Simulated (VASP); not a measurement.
Calculation: r2SCAN meta-GGA, VASP's PBE PAW potentials (set 64) (plane waves; VASP 6.6.1).

The input files of a VASP run:

KPOINTS:
```
Automatic
0
gamma
 8 8 8
```

**POSCAR**
```
Ni3Al
1
    3.5203344756     0.0000000000    -0.0000000000
   -0.0000000000     3.5203344756    -0.0000000000
    0.0000000000     0.0000000000     3.5203344756
Al Ni
1 3
Direct
  0.0000000000   0.0000000000   0.0000000000
  0.0000000000   0.5000000000   0.5000000000
  0.5000000000   0.0000000000   0.5000000000
  0.5000000000   0.5000000000   0.0000000000
```

INCAR:
```
# general
SYSTEM =Ni3Al
PREC   =Accurate
ENCUT  =480
LREAL  =.FALSE.
LASPH  =.TRUE.   # aspherical one-centre terms

# electronic loop
EDIFF  =1E-6   # SCF stop (eV)
NELM   =100
ALGO   =Normal   # blocked Davidson
LMAXMIX=4   # l cut-off of mixed one-centre charges
LMIXTAU=.TRUE.

# smearing
ISMEAR =1
SIGMA  =0.1

# functional
METAGGA=R2SCAN

# spin
ISPIN  =2
MAGMOM =0.0 3*0.5

# ions
IBRION =2   # conjugate gradients
NSW    =60   # most ionic steps
ISIF   =3
EDIFFG =-0.02   # ionic stop

# output
LWAVE  =.FALSE.
LCHARG =.FALSE.
LORBIT =10
```

POTCAR, in this order: Al Ni (PBE.64 set). Program: vasp_std.

### Question
What will the output report for the number of irreducible k-points (NKPTS), largest plane-wave count, number of space-group operations, FFT grid (NGX, NGY, NGZ)?

### Answer

```
Item                                           Value
--------------------------------------  ------------
number of irreducible k-points (NKPTS)            35
largest plane-wave count                        1064
number of space-group operations                  48
FFT grid (NGX, NGY, NGZ)                28 × 28 × 28
```

The compound is Ni3Al in the L1_2 structure. This run relaxes it. Symmetry was kept, so distortions that lower it aren't found. The start is the result of an earlier pass.
